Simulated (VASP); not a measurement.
An input for Quantum ESPRESSO's pw.x (written as the equivalent of a VASP run, and not itself run):

```
&CONTROL
  calculation = 'scf'
  pseudo_dir = './pseudo'
  outdir = './out'
  tprnfor = .true.
  tstress = .true.
/
&SYSTEM
  ibrav = 0
  nat = 2
  ntyp = 2
  ecutwfc = 84
  occupations = 'smearing'
  smearing = 'methfessel-paxton'
  degauss = 0.00735
  input_dft = 'pbe'
/
&ELECTRONS
  conv_thr = 7.3e-08
  electron_maxstep = 100
/
ATOMIC_SPECIES
  Al 26.982 Al.upf
  Ru 101.070 Ru.upf
CELL_PARAMETERS angstrom
     2.9774450    0.0000000    0.0000000
     0.0000000    3.0132180    0.0000000
     0.0000000    0.0000000    3.0479160
ATOMIC_POSITIONS crystal
  Al   0.5000000  0.5000000  0.5000000
  Ru   0.0254500  0.0000000  0.0000000
K_POINTS automatic
  11 11 11 0 0 0
```

Translate this input to VASP (INCAR, KPOINTS, POSCAR, choice of POTCAR).

This is not unique; one that fits is 
File POSCAR:
```
RuAl
1
    2.9774450000     0.0000000000     0.0000000000
    0.0000000000     3.0132180000     0.0000000000
    0.0000000000     0.0000000000     3.0479160000
Al Ru
1 1
Direct
  0.5000000000   0.5000000000   0.5000000000
  0.0254500000   0.0000000000   0.0000000000
```

**INCAR**
```
# general
SYSTEM  = RuAl
PREC    = Accurate
ENCUT   = 520
LREAL   = .FALSE.   # projection in real space or not
LASPH   = .TRUE.

# electronic loop
EDIFF   = 1E-6   # SCF stop (eV)
NELM    = 100
ALGO    = Normal
LMAXMIX = 4

# smearing
ISMEAR  = 1
SIGMA   = 0.1   # width (eV)

# functional
GGA     = PE   # PBE

# ions
ISIF    = 2

# output
LWAVE   = .FALSE.
LCHARG  = .FALSE.
```

### KPOINTS
```
Automatic mesh
0
Gamma
11 11 11
0 0 0
```

POTCAR, in this order: Al_GW Ru_pv (PBE.64 set). Program: vasp_std.

What does not carry over: the potentials are each code's own (VASP's PAW set, PseudoDojo norm-conserving files in pw.x), so ENCUT and ecutwfc are chosen apart and not converted; conv_thr bounds pw.x's estimated SCF error, while EDIFF bounds the energy change between steps.

The compound is RuAl in the CsCl type structure. The cell was not relaxed at this level, atoms are displaced from their ideal sites. The run is one of a series of settings (ENCUT = 520, POTCAR Al_GW Ru_pv (PBE.64 set) against the base run), some of them coarse on purpose.
